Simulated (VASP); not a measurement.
Input of a VASP 6.6.1 run:

The input INCAR:

```
SYSTEM = RbSr3
PREC = Accurate
ENCUT = 520
EDIFF = 1E-7
ISMEAR = -1
SIGMA = 0.1
LREAL = .False.
LASPH = .True.
NELM = 100
ALGO = Normal
ISIF = 2
LWAVE = .False.
LCHARG = .False.
NBANDS = 28
```

The input KPOINTS:

```
regular mesh
0
Gamma
  5 5 5
  0 0 0
```

POSCAR

```
RbSr3
1.0
    0.0000000000      4.9675070000      4.9675070000
    4.9675070000      0.0000000000      4.9675070000
    4.9675070000      4.9675070000      0.0000000000
Rb Sr
1 3
Direct
    0.0000000000      0.0000000000      0.0000000000
    0.2500000000      0.2500000000      0.2500000000
    0.7500000000      0.7500000000      0.7500000000
    0.5000000000      0.5000000000      0.5000000000
```

Potentials or basis: VASP PAW LDA potentials, release 64 (Rb_sv, Sr_sv).

Command:

```console
$ cat potpaw_LDA.64/Rb_sv/POTCAR potpaw_LDA.64/Sr_sv/POTCAR > POTCAR
$ mpirun -np 1 vasp_std > vasp.out
```

(1) Estimate the pressure.

(2) Predict the band gap on the k mesh.

## Answers

(1) -1.1 GPa.

(2) none (metal or under the smearing width).
